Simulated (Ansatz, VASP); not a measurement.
# AlGa3As4 in two plane-wave programs, part 2 of 2

One calculation is typed for both programs; each brings its own data sets. How far apart do they land? The cell is invented: As first built, before any earlier steps moved the atoms (in the runner's words): As for N in the AlGa3N4 structure of space group Pm. It may not be a known or stable phase. The cell is taken from a series of runs on this material, whose earlier steps may have relaxed, scaled, displaced or heated it; both programs get it as it stands.

VASP 6.6.1 and Ansatz 0.2.0.

So far. Step 2 (VASP: single point, PBE, pair 1): The run ends at a pressure of 2.56 GPa, with forces up to 0.062 eV/Å.

**6. VASP: single point, PBE, pair 2**

Level of this step: PBE; plane waves and PAW (Al, Ga_d, As); invented cell (VASP).

The same cell, functional and mesh now go to VASP, with its own data sets.

The input, INCAR:

```
SYSTEM = AlGa3As4
PREC = Accurate
ENCUT = 400
EDIFF = 1E-06
NELM = 120
ISMEAR = 0
SIGMA = 0.01
LREAL = .FALSE.
ALGO = Normal
GGA = PE
NBANDS = 39
LORBIT = 11
LWAVE = .FALSE.
LCHARG = .FALSE.
ISIF = 2
LASPH = .TRUE.
GGA_COMPAT = .FALSE.
EFERMI = MIDGAP
KPAR = 2
```

The input, POSCAR:

```
AlGa3As4
1.0
    6.5863636768      0.0000000000      0.0011242932
    0.0000000000      4.0004401973      0.0000000000
   -0.0035602665      0.0000000000      6.9183405204
Al Ga As
1 3 4
Direct
    0.9985450828      0.5000000000      0.6671681441
    0.4976428889      0.5000000000      0.3331161511
    0.4974049480      0.0000000000      0.8334287740
    0.9982882287      0.0000000000      0.1663521435
    0.1237670713      0.5000000000      0.3333754626
    0.1237188245      0.0000000000      0.8329394849
    0.6239381033      0.0000000000      0.1667452362
    0.6242948624      0.5000000000      0.6668756037
```

The input, KPOINTS:

```
Automatic mesh
0
Gamma
4 6 4
0 0 0
```

PAW data sets: Al, Ga_d and As (PBE family, release 64).

Launch:

```console
mpirun -np 2 vasp_std
```

Numbers of over 12 decimals in the logs are rounded to 6 here.

Output:

```text
[... set-up lines as in an earlier step ...]
 entering main loop
       N       E                     dE             d eps       ncg     rms          rms(c)
DAV:   1     0.449993104127E+03    0.44999E+03   -0.23788E+04  3260   0.173E+03
DAV:   2     0.299863261506E+02   -0.42001E+03   -0.40243E+03  3494   0.467E+02
DAV:   3    -0.315703984233E+02   -0.61557E+02   -0.59973E+02  3607   0.138E+02
DAV:   4    -0.346715503031E+02   -0.31012E+01   -0.30762E+01  3884   0.331E+01
[...]
DAV:  13    -0.340360524876E+02   -0.50431E-05   -0.25075E-05  3669   0.678E-02    0.344E-03
DAV:  14    -0.340360540141E+02   -0.15265E-05   -0.69038E-06  3670   0.472E-02    0.153E-03
DAV:  15    -0.340360546021E+02   -0.58797E-06   -0.23285E-06  2728   0.151E-02
   1 F= -.34036055E+02 E0= -.34036055E+02  d E =0.000000E+00
```

From OUTCAR (step 6):

```text
  Total        2.8661429      2.9447335      2.9130605      0.0000000      0.0000000      0.0032530
  in kB       25.1914384     25.8821958     25.6038120      0.0000000      0.0000000      0.0285915
  external PRESSURE =      25.5591488 kB  Pullay stress =       0.0000000 kB

 POSITION                                       TOTAL-FORCE (eV/Angst)
 -----------------------------------------------------------------------------------
      6.57441      2.00022      4.61682        -0.008978      0.000000     -0.007617
      3.27647      2.00022      2.30517        -0.002432      0.000000      0.004614
      3.27312      0.00000      5.76650        -0.000115      0.000000     -0.005488
      6.57450      0.00000      1.15200        -0.012868      0.000000      0.006344
      0.81399      2.00022      2.30654        -0.013457      0.000000      0.053135
      0.81189      0.00000      5.76270        -0.031273      0.000000     -0.053314
      4.10889      0.00000      1.15430         0.007966      0.000000      0.001455
      4.10946      2.00022      4.61437         0.061158      0.000000      0.000871
 -----------------------------------------------------------------------------------
    total drift:                               -0.001209     -0.000000      0.000114

  FREE ENERGIE OF THE ION-ELECTRON SYSTEM (eV)
  ---------------------------------------------------
  free  energy   TOTEN  =       -34.0360546021 eV

  energy  without entropy=      -34.0360546021  energy(sigma->0) =      -34.03605460

[... 1 part as in an earlier step ...]

[... 2 further parts left out ...]
[key lines of the parts left out:]
E-fermi :   4.2849
```

The run ends at a pressure of 2.56 GPa, with forces up to 0.062 eV/Å.

**7. Differences**

What differs besides the data sets and the points named for the pairs above, as far as they apply: the data sets hold 102 valence electrons in Ansatz (on its default PAW (the set named soft_2) files) and 62 in VASP. Total energies have different zeros and are not compared.

Both answers:

| quantity | Ansatz | VASP | difference |
| --- | --- | --- | --- |
| gap on the k mesh (eV) | 0.670 | 0.670 | 0.000 |

A gap on the mesh is an upper bound, since the band edges may lie between its points.

**8. Ansatz: single point, r2SCAN**

A single point gives forces, pressure and levels at one fixed geometry, so differences don't come from the geometry; what else differs is listed under the comparison.

The cell is taken from a series of runs on this material, whose earlier steps may have relaxed, scaled, displaced or heated it; both programs get it as it stands.

The input, input.yaml:

```yaml
crystal:
  lattice:
    - [6.586363773, 0.0, 0.0]
    - [0.0, 4.000440197, 0.0]
    - [-0.002379305, 0.0, 6.918341027]
  atoms:
    - { symbol: Al, position: [0.9985450828, 0.5, 0.6671681441] }
    - { symbol: Ga, position: [0.4976428889, 0.5, 0.3331161511] }
    - { symbol: Ga, position: [0.497404948, 0.0, 0.833428774] }
    - { symbol: Ga, position: [0.9982882287, 0.0, 0.1663521435] }
    - { symbol: As, position: [0.1237670713, 0.5, 0.3333754626] }
    - { symbol: As, position: [0.1237188245, 0.0, 0.8329394849] }
    - { symbol: As, position: [0.6239381033, 0.0, 0.1667452362] }
    - { symbol: As, position: [0.6242948624, 0.5, 0.6668756037] }
kpoints:
  mp_grid: { grid: [4, 6, 4] }
scf:
  occupations: { method: fixed }
hamiltonian:
  xc: r2scan
output:
  eigenvalues: true
  transmission: { leads: [[0, 0]], kmesh: [8, 12], e_range: [0.56, 0.57], de: 0.05 }
```

Launch:

```console
ansatz run input.yaml --threads 2 --pin off --max-ram 4096MiB --backend cpu --events-out ev --progress --plain --runs-dir out
```

Output:

```text
[...]
Crystal: 8 atoms, lattice volume = 182.287 Å³
Basis set: ecut = 500 eV, 4611 PW (Γ), exchange–correlation on 200×120×216 points (64 copies of the dense FFT grid, shifted against one another)
Bands: 62, of which v1, the nominal top of the filled ones, is band 51 counted from 1 (50 counted from 0)
Symmetry: 2 space group operations
[...]
k-points: 40 of 96 (time reversal used)
[...]
crystal 0  : As4Al1Ga3, at the sites [0, 0], period 6.9183 Å: whole cells are its period
[...]
channels       : 0.000000e0 a spin
    conductance    : none, crystal 0 has no channel at the energies, or these end too early or step too widely for 300 K: set another output.transmission.e_range or a lower de, or, where they end at an eighth of basis.ecutwfc, a higher one
    slowest decay  : 0.0736 /Å at (0.0000, 0.0000)
[key lines of the parts left out:]
SCF converged after 8 iterations
Free energy (F): -31373.401447 eV
Fermi energy:    7.493534 eV
```

**9. VASP: single point, r2SCAN**

The same cell, functional and mesh now go to VASP, with its own data sets.

The input, INCAR:

```
SYSTEM = AlGa3As4
PREC = Accurate
ENCUT = 440
EDIFF = 1E-06
NELM = 120
ISMEAR = 0
SIGMA = 0.01
LREAL = .FALSE.
ALGO = Normal
METAGGA = R2SCAN
LASPH = .TRUE.
NBANDS = 39
LORBIT = 11
LWAVE = .FALSE.
LCHARG = .FALSE.
ISIF = 2
GGA_COMPAT = .FALSE.
EFERMI = MIDGAP
LMIXTAU = .TRUE.
KPAR = 2
```

Edit POSCAR of step 6 so:

```diff
@@ -2,5 +2,5 @@
 1.0
-    6.5863636768      0.0000000000      0.0011242932
-    0.0000000000      4.0004401973      0.0000000000
-   -0.0035602665      0.0000000000      6.9183405204
+    6.5863637730      0.0000000000      0.0000000000
+    0.0000000000      4.0004401970      0.0000000000
+   -0.0023793050      0.0000000000      6.9183410270
 Al Ga As
```

KPOINTS is that of step 6.

Launch:

```console
mpirun -np 2 vasp_std
```

Output:

```text
[banner, memory and clock lines left out]
running    2 mpi-ranks, on    1 nodes
[...]
|                                                                             |
|               ----> ADVICE to this user running VASP <----                  |
|                                                                             |
|     You enforced a specific xc type in the INCAR file but a different       |
|     [... a line on the potential file left out ...]
|     I HOPE YOU KNOW WHAT YOU ARE DOING!                                     |
|                                                                             |

 LDA part: xc-table for (None), standard interpolation
 POSCAR, INCAR and KPOINTS ok, starting setup
[...]
entering main loop
       N       E                     dE             d eps       ncg     rms          rms(c)
DAV:   1     0.407851223207E+03    0.40785E+03   -0.25861E+04  3311   0.191E+03
DAV:   2    -0.404431283107E+02   -0.44829E+03   -0.43038E+03  3447   0.513E+02
DAV:   3    -0.107849583828E+03   -0.67406E+02   -0.65009E+02  3664   0.146E+02
DAV:   4    -0.111157991500E+03   -0.33084E+01   -0.32917E+01  3938   0.346E+01
[...]
DAV:  18    -0.103744912461E+03    0.54129E-05   -0.10397E-05  3386   0.569E-02    0.177E-02
DAV:  19    -0.103744962190E+03   -0.49729E-04   -0.24252E-05  3225   0.401E-02    0.422E-03
DAV:  20    -0.103744962469E+03   -0.27882E-06   -0.18278E-06  2694   0.232E-02
   1 F= -.10374496E+03 E0= -.10374496E+03  d E =0.000000E+00
```

From OUTCAR (step 9):

```text
  Total        0.0103569     -0.0604437     -0.0272159      0.0000000      0.0000000      0.0013275
  in kB        0.0910301     -0.5312593     -0.2392095      0.0000000      0.0000000      0.0116677
  external PRESSURE =      -0.2264796 kB  Pullay stress =       0.0000000 kB

 POSITION                                       TOTAL-FORCE (eV/Angst)
 -----------------------------------------------------------------------------------
      6.57519      2.00022      4.61570         0.006134      0.000000      0.002372
      3.27686      2.00022      2.30461        -0.012425      0.000000     -0.013448
      3.27411      0.00000      5.76594        -0.012825      0.000000     -0.016672
      6.57469      0.00000      1.15088        -0.014725      0.000000      0.020445
      0.81438      2.00022      2.30641         0.003761      0.000000      0.016460
      0.81288      0.00000      5.76256        -0.004019      0.000000     -0.011595
      4.10909      0.00000      1.15360         0.007273      0.000000      0.001559
      4.11025      2.00022      4.61367         0.026826      0.000000      0.000879
 -----------------------------------------------------------------------------------
    total drift:                               -0.034245     -0.000000     -0.016781

  FREE ENERGIE OF THE ION-ELECTRON SYSTEM (eV)
  ---------------------------------------------------
  free  energy   TOTEN  =      -103.7449624687 eV

  energy  without entropy=     -103.7449624687  energy(sigma->0) =     -103.74496247

[... 1 part as in an earlier step ...]

[... 2 further parts left out ...]
[key lines of the parts left out:]
E-fermi :   4.2588
```

The run ends at a pressure of -0.02 GPa, with forces up to 0.027 eV/Å.

**10. Comparison**

What differs besides the data sets and the points named for the pairs above, as far as they apply: VASP keeps PBE cores, Ansatz makes them for the functional; the data sets hold 102 valence electrons in Ansatz (on its default PAW (the set named soft_2) files) and 62 in VASP; the cutoff is 500 eV in Ansatz and 440 eV in VASP. Total energies have different zeros and are not compared.

Both answers:

| quantity | Ansatz | VASP | difference |
| --- | --- | --- | --- |
| gap on the k mesh (eV) | 1.119 | 1.103 | +0.016 |

A gap on the mesh is an upper bound, since the band edges may lie between its points.

**11. Results**

```yaml
difference_in_gap_on_the_k_mesh_single_point_pbe_pair_1: 4.5e-4 eV
difference_in_gap_on_the_k_mesh_single_point_pbe_pair_2: 4.5e-4 eV
difference_in_gap_on_the_k_mesh_single_point_r2scan: 0.016 eV
```

In words: The difference in gap on the k mesh is 0.016 eV (single point, r2SCAN), within the 0.08 eV picked in this series as the mark of a large difference. The data sets hold unlike numbers of valence electrons (102 in Ansatz and 62 in VASP), so part of the differences comes from the potentials. 1 further run of this series is not shown here. Such differences can come from data sets, numerical settings and the points named under the comparisons, not from the functional's error against experiment.

[Lines on the potential files, build, host, timing and source positions are cut from VASP's logs without a mark.]

[Logs are printed without paths, hosts, clocks, repeated set-up lines and the standing remarks that a program may print on its own settings, such as how far it seeks lower states.]

[Hosts, paths, dates, database ids (printed as entryN), source tags and the programs' standing remarks are cut or masked in the printed files.]
